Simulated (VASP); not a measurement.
Input:

```yaml
crystal:
  lattice:
    - [3.45911, 0.00000, 0.00000]
    - [0.00000, 3.45911, 0.00000]
    - [0.00000, 0.00000, 3.45911]
  atoms:
    - { symbol: Si, position: [0.00000, 0.00000, 0.00000] }
    - { symbol: Ni, position: [0.00000, 0.50000, 0.50000] }
    - { symbol: Ni, position: [0.50000, 0.00000, 0.50000] }
    - { symbol: Ni, position: [0.50000, 0.50000, 0.00000] }
```

All values below come from PBEsol GGA, VASP's PBE PAW potentials (set 64) (plane waves; VASP). Run with 480 eV cut-off, 8×8×8 Γ-centred mesh, first-order Methfessel-Paxton smearing of 0.10 eV, potentials Si Ni.

Each relaxation starts from this cell; other phases were not tried.

Problem. The cell is relaxed at 15 GPa. What happens?

Solution. The volume per atom goes from 10.35 to 9.81 Å³ (-5.2 %), and the cell becomes a = 3.399 Å, b = 3.399 Å, c = 3.399 Å, α = 90.00°, β = 90.00°, γ = 90.00°, space group Pm-3m.

Problem. The cell is relaxed at 30 GPa. What happens?

Solution. The volume per atom goes from 10.35 to 9.39 Å³ (-9.3 %), and the cell becomes a = b = c = 3.348 Å, α = β = γ = 90.00°, space group Pm-3m.

Failed runs are left out, and for metals the shear rows, which the mesh's noise covers.

The compound is Ni3Si in the L1_2 structure. The run is not spin-polarised, so no magnetic state was tried.
